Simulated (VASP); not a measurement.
# TaTl (Pm-3m) in VASP: further runs

Runs on TaTl. Level: PBE. Tasks: band structure.

Everything below comes from runs of VASP 6.6.1. Logs are shortened: lines on timing, memory, paths and dates and some standing lists are left out, and cuts for length are marked.

## 1. The crystal as given

The structure is cubic, space group Pm-3m (No. 221). Conventional cell: a = 3.622 Å, b = 3.622 Å, c = 3.622 Å, α = 90.00°, β = 90.00°, γ = 90.00°. Ta (site symmetry m-3m) has 8 Tl at 3.14 Å as nearest neighbours. Tl (site symmetry m-3m) has 8 Ta at 3.14 Å as nearest neighbours.

The cell was built by a generator and needn't be a form met in nature.

## 2. Band structure, PBE

INCAR reads:

```
PREC = Accurate
ENCUT = 600
EDIFF = 1E-6
ISMEAR = -1
SIGMA = 0.05
LREAL = False
LASPH = True
NELM = 80
ALGO = Normal
ISIF = 2
LWAVE = False
LCHARG = False
LMAXMIX = 4
GGA = PE
```

KPOINTS reads:

```
Automatic mesh
0
Gamma
  7 7 7
```

POSCAR reads:

```
TaTl
1.0
    3.6221205400      0.0000000000      0.0000000000
    0.0000000000      3.6221205400      0.0000000000
    0.0000000000      0.0000000000      3.6221205400
Ta Tl
1 1
Direct
    0.0000000000      0.0000000000      0.0000000000
    0.5000000000      0.5000000000      0.5000000000
```

KPOINTS_OPT reads:

```
path GXMGRX,MR
10
line-mode
reciprocal
 0.0000000000  0.0000000000  0.0000000000  G
 0.0000000000  0.5000000000  0.0000000000  X

 0.0000000000  0.5000000000  0.0000000000  X
 0.5000000000  0.5000000000  0.0000000000  M

 0.5000000000  0.5000000000  0.0000000000  M
 0.0000000000  0.0000000000  0.0000000000  G

 0.0000000000  0.0000000000  0.0000000000  G
 0.5000000000  0.5000000000  0.5000000000  R

 0.5000000000  0.5000000000  0.5000000000  R
 0.0000000000  0.5000000000  0.0000000000  X

 0.5000000000  0.5000000000  0.0000000000  M
 0.5000000000  0.5000000000  0.5000000000  R
```

Potentials or basis: VASP PAW PBE potentials, release 54 (Ta_pv, Tl_d).

The run is started by

```bash
cat potpaw_PBE.54/Ta_pv/POTCAR potpaw_PBE.54/Tl_d/POTCAR > POTCAR
mpirun -np 1 vasp_std > vasp.out
```

OUTCAR:

```text
PREC = Accurate
   ENCUT = 600
   EDIFF = 1E-6
   ISMEAR = -1
   LREAL = False
   LASPH = True
   NELM = 80
   ISIF = 2
   GGA = PE

 ion  position               nearest neighbor table
   1  0.000  0.000  0.000-   2 3.14   2 3.14   2 3.14   2 3.14   2 3.14   2 3.14   2 3.14   2 3.14

   2  0.500  0.500  0.500-   1 3.14   1 3.14   1 3.14   1 3.14   1 3.14   1 3.14   1 3.14   1 3.14

  LATTYP: Found a simple cubic cell.
 ALAT       =     3.6221205400

  Lattice vectors:

 A1 = (   3.6221205400,   0.0000000000,   0.0000000000)
 A2 = (   0.0000000000,   3.6221205400,   0.0000000000)
 A3 = (   0.0000000000,   0.0000000000,   3.6221205400)

Analysis of symmetry for initial positions (statically):
=====================================================================
 Subroutine PRICEL returns:
 Original cell was already a primitive cell.

 Routine SETGRP: Setting up the symmetry group for a
 simple cubic supercell.

 Subroutine GETGRP returns: Found 48 space group operations
 (whereof 48 operations were pure point group operations)
 out of a pool of 48 trial point group operations.

The static configuration has the point symmetry O_h .

Analysis of symmetry for dynamics (positions and initial velocities):
=====================================================================
 Subroutine PRICEL returns:
 Original cell was already a primitive cell.

 Routine SETGRP: Setting up the symmetry group for a
 simple cubic supercell.

 Subroutine GETGRP returns: Found 48 space group operations
 (whereof 48 operations were pure point group operations)
 out of a pool of 48 trial point group operations.

The dynamic configuration has the point symmetry O_h .

 Subroutine INISYM returns: Found 48 space group operations
 (whereof 48 operations are pure point group operations),
 and found     1 'primitive' translations

----------------------------------------------------------------------------------------

                                     Primitive cell

  volume of cell :      47.5213

  direct lattice vectors                    reciprocal lattice vectors
     3.622120540  0.000000000  0.000000000     0.276081370  0.000000000  0.000000000
     0.000000000  3.622120540  0.000000000     0.000000000  0.276081370  0.000000000
     0.000000000  0.000000000  3.622120540     0.000000000  0.000000000  0.276081370

  length of vectors
     3.622120540  3.622120540  3.622120540     0.276081370  0.276081370  0.276081370

  position of ions in fractional coordinates (direct lattice)
     0.000000000  0.000000000  0.000000000
     0.500000000  0.500000000  0.500000000

  ion indices of the primitive-cell ions
   primitive index   ion index
                 1           1
                 2           2

----------------------------------------------------------------------------------------

 KPOINTS: Automatic mesh

Automatic generation of k-mesh.
 Grid dimensions read from file:
 generate k-points for:    7    7    7

 Generating k-lattice:

  Cartesian coordinates                     Fractional coordinates (reciprocal lattice)
     0.039440196  0.000000000  0.000000000     0.142857143  0.000000000  0.000000000
     0.000000000  0.039440196  0.000000000     0.000000000  0.142857143  0.000000000
     0.000000000  0.000000000  0.039440196     0.000000000  0.000000000  0.142857143

  Length of vectors
     0.039440196  0.039440196  0.039440196

  Shift w.r.t. Gamma in fractional coordinates (k-lattice)
     0.000000000  0.000000000  0.000000000

 Subroutine IBZKPT returns following result:
 ===========================================

 Found     20 irreducible k-points:

 Following reciprocal coordinates:
            Coordinates               Weight
  0.000000  0.000000  0.000000      1.000000
  0.142857  0.000000  0.000000      6.000000
  0.285714  0.000000  0.000000      6.000000
  0.428571  0.000000  0.000000      6.000000
  0.142857  0.142857  0.000000     12.000000
  0.285714  0.142857  0.000000     24.000000
[... 12 lines left out ...]
  0.428571  0.428571  0.285714     24.000000
  0.428571  0.428571  0.428571      8.000000
   k-points           NKPTS =     20   k-points in BZ     NKDIM =     20   number of bands    NBANDS=     16
   number of dos      NEDOS =    301   number of ions     NIONS =      2
   total plane-waves  NPLWV =  27000
   dimension x,y,z NGX =    30 NGY =   30 NGZ =   30
   dimension x,y,z NGXF=    60 NGYF=   60 NGZF=   60
   ions per type =               1   1
   NGX,Y,Z   is equivalent  to a cutoff of  13.77, 13.77, 13.77 a.u.
   NGXF,Y,Z  is equivalent  to a cutoff of  27.54, 27.54, 27.54 a.u.
 SYSTEM =  unknown system
   PREC   = accura    normal or accurate (medium, high low for compatibility)
   ISTART =      0    job   : 0-new  1-cont  2-samecut
   ICHARG =      2    charge: 1-file 2-atom 10-const
   ISPIN  =      1    spin polarized calculation?
   LNONCOLLINEAR =      F non collinear calculations
   LSORBIT =      F    spin-orbit coupling
   LASPH  =      T    aspherical Exc in radial PAW
   ENCUT  =  600.0 eV  44.10 Ry    6.64 a.u.   7.23  7.23  7.23*2*pi/ulx,y,z
   NELM   =     80;   NELMIN=  2; NELMDL= -5     # of ELM steps
   EDIFF  = 0.1E-05   stopping-criterion for ELM
   LREAL  =      F    real-space projection
   EDIFFG = 0.1E-04   stopping-criterion for IOM
   NSW    =      0    number of steps for IOM
   IBRION =     -1    ionic relax: 0-MD 1-quasi-New 2-CG
   NFREE  =      0    steps in history (QN), initial steepest desc. (CG)
   ISIF   =      2    stress and relaxation
   ISYM   =      2    0-nonsym 1-usesym 2-fastsym
   POTIM  = 0.5000    time-step for ionic-motion
   TEBEG  =    0.0;   TEEND  =   0.0 temperature during run
   PSTRESS=    0.0 pullay stress
   NELECT =      24.0000    total number of electrons
   NUPDOWN=      -1.0000    fix difference up-down
   EMIN   =  10.00;   EMAX   =-10.00  energy-range for DOS
   EFERMI =   0.00;   METHOD = LEGACY
   ISMEAR =    -1;   SIGMA  =   0.05  broadening in eV -4-tet -1-fermi 0-gaus
   EFERMI_NEDOS =   21; number of points for ismear=-14 and -15
   IALGO  =     38    algorithm
   IMIX   =      4    mixing-type and parameters
     AMIX     =   0.40;   BMIX     =  1.00
     AMIX_MAG =   1.60;   BMIX_MAG =  1.00
  volume/ion in A,a.u.               =      23.76       160.34
  Fermi-wavevector in a.u.,A,eV,Ry     =   1.303714  2.463662 23.125419  1.699670
  Thomas-Fermi vector in A             =   2.434698
   LORBIT       =      0    0 simple, 1 ext, 2 COOP (PROOUT), +10 PAW based schemes
   GGA     = PE    functional components
   LHFCALC =     F    Hartree Fock is set to
   AEXX    =    0.0000 exact exchange contribution
   IVDW    =     0    specifies the selected vdW correction
   LEPSILON=     F    determine dielectric tensor
   LRPA    =     F    only Hartree local field effects (RPA)
 non-spin polarized calculation
  energy-cutoff  :      600.00
  volume of cell :       47.52
 maximum number of plane-waves:      1596
 NGX is ok and might be reduce to    30
   NGX = 15   NGY = 15   NGZ = 15

 number of electron      24.0000000 magnetization

 Free energy of the ion-electron system (eV)
  ---------------------------------------------------
  ext. energy  EPLUGINS =         0.00000000
  ---------------------------------------------------
  free energy    TOTEN  =       -11.95153282 eV

  energy without entropy =      -11.92895868  energy(sigma->0) =      -11.94024575

 E-fermi :   6.2619     XC(G=0): -11.2368

 val. band max:        6.2379110270   @ k =   0.2857   0.1429   0.1429
 cond. band min:       6.2807420860   @ k =   0.4286   0.4286   0.2857
 fundamental gap:      0.0428310590
 Fermi energy:         6.2618591540

 k-point     1 :       0.0000    0.0000    0.0000
  band No.  band energies     occupation
      1     -28.8250      2.00000
      2     -28.8250      2.00000
      3     -28.8250      2.00000
      4      -5.3024      2.00000
      5      -5.3024      2.00000
      6      -4.9563      2.00000
[... 8 lines left out ...]
     15       9.6156      0.00000
     16       9.6156      0.00000

 k-point     2 :       0.1429    0.0000    0.0000
  band No.  band energies     occupation
      1     -28.8384      2.00000
      2     -28.8240      2.00000
      3     -28.8240      2.00000
      4      -5.2900      2.00000
      5      -5.2386      2.00000
      6      -4.9745      2.00000
[... 8 lines left out ...]
     15       8.0285      0.00000
     16      10.6748      0.00000

 k-point     3 :       0.2857    0.0000    0.0000
  band No.  band energies     occupation
      1     -28.8683      2.00000
      2     -28.8219      2.00000
      3     -28.8219      2.00000
      4      -5.2618      2.00000
      5      -5.1015      2.00000
      6      -5.0148      2.00000
[... 8 lines left out ...]
     15       7.9455      0.00000
     16      12.5120      0.00000

 k-point     4 :       0.4286    0.0000    0.0000
  band No.  band energies     occupation
      1     -28.8922      2.00000
      2     -28.8202      2.00000
      3     -28.8202      2.00000
      4      -5.2390      2.00000
      5      -5.0468      2.00000
      6      -5.0468      2.00000
[... 8 lines left out ...]
     15       8.6555      0.00000
     16      13.8930      0.00000
[... 248 lines left out ...]
 k-point    18 :       0.4286    0.2857    0.2857
  band No.  band energies     occupation
      1     -28.8828      2.00000
      2     -28.8577      2.00000
      3     -28.8576      2.00000
      4      -5.2250      2.00000
      5      -5.1491      2.00000
      6      -5.1174      2.00000
[... 8 lines left out ...]
     15       8.0622      0.00000
     16       9.5755      0.00000

 k-point    19 :       0.4286    0.4286    0.2857
  band No.  band energies     occupation
      1     -28.8805      2.00000
      2     -28.8804      2.00000
      3     -28.8556      2.00000
      4      -5.2514      2.00000
      5      -5.1618      2.00000
      6      -5.1613      2.00000
[... 8 lines left out ...]
     15       8.0862      0.00000
     16       9.6873      0.00000

 k-point    20 :       0.4286    0.4286    0.4286
  band No.  band energies     occupation
      1     -28.8784      2.00000
      2     -28.8784      2.00000
      3     -28.8784      2.00000
      4      -5.2182      2.00000
      5      -5.1969      2.00000
      6      -5.1969      2.00000
[... 8 lines left out ...]
     15       8.3290      0.00000
     16      10.5805      0.00000

------------------------ aborting loop because EDIFF is reached ----------------------------------------

  FORCE on cell =-STRESS in cart. coord.  units (eV):
  Direction    XX          YY          ZZ          XY          YZ          ZX
  --------------------------------------------------------------------------------------
  -------------------------------------------------------------------------------------
  Total       -3.9990913     -3.9990913     -3.9990913      0.0000000     -0.0000000      0.0000000
  in kB     -134.8289671   -134.8289671   -134.8289671      0.0000000     -0.0000000      0.0000000
  external PRESSURE =    -134.8289671 kB  Pullay stress =       0.0000000 kB

 VOLUME and BASIS-vectors are now :
 -----------------------------------------------------------------------------
  energy-cutoff  :      600.00
  volume of cell :       47.52
      direct lattice vectors                 reciprocal lattice vectors
     3.622120540  0.000000000  0.000000000     0.276081370  0.000000000  0.000000000
     0.000000000  3.622120540  0.000000000     0.000000000  0.276081370  0.000000000
     0.000000000  0.000000000  3.622120540     0.000000000  0.000000000  0.276081370

 POSITION                                       TOTAL-FORCE (eV/Angst)
 -----------------------------------------------------------------------------------
      0.00000      0.00000      0.00000         0.000000      0.000000      0.000000
      1.81106      1.81106      1.81106         0.000000      0.000000      0.000000
 -----------------------------------------------------------------------------------
    total drift:                                0.000000      0.000000      0.000000

  FREE ENERGIE OF THE ION-ELECTRON SYSTEM (eV)
  ---------------------------------------------------
  free  energy   TOTEN  =       -11.9515328190 eV

  energy  without entropy=      -11.9289586810  energy(sigma->0) =      -11.94024575
```

It took 43 s on 1 thread of Intel Xeon Platinum 8375C at 2.90GHz (Ice Lake), shared host; peak memory 0.19 GiB.

Results:

| Property | Result |
| --- | --- |
| Free energy | -11.9515 eV |
| Pressure | -13.5 GPa |
| Band gap along the path | none (metal or under the smearing width) |

Levels at the corners of the path, in eV from the Fermi level:
```
point  band 8  band 9  band 10  band 11  band 12  band 13  band 14  band 15  band 16
    Γ  -11.22   -9.72    -1.10    -1.10     1.77     1.77     1.77     3.35     3.35
    X  -11.18   -6.95    -5.27    -1.11    -0.34    -0.34     1.63     2.58     7.54
    X  -11.18   -6.95    -5.27    -1.11    -0.34    -0.34     1.63     2.58     7.54
    M  -10.96   -6.18    -1.81    -1.81    -1.36     0.98     0.98     2.67     3.25
    M  -10.96   -6.18    -1.81    -1.81    -1.36     0.98     0.98     2.67     3.25
    Γ  -11.22   -9.72    -1.10    -1.10     1.77     1.77     1.77     3.35     3.35
    Γ  -11.22   -9.72    -1.10    -1.10     1.77     1.77     1.77     3.35     3.35
    R  -10.95   -3.52    -2.94    -2.94    -2.94     2.76     2.76     3.76     3.76
    R  -10.95   -3.52    -2.94    -2.94    -2.94     2.76     2.76     3.76     3.76
    X  -11.18   -6.95    -5.27    -1.11    -0.34    -0.34     1.63     2.58     7.54
    M  -10.96   -6.18    -1.81    -1.81    -1.36     0.98     0.98     2.67     3.25
    R  -10.95   -3.52    -2.94    -2.94    -2.94     2.76     2.76     3.76     3.76
```

Caveat: spin-orbit coupling is left out, which moves the levels of the heavy elements.

(Continued in part 2 of 2.)
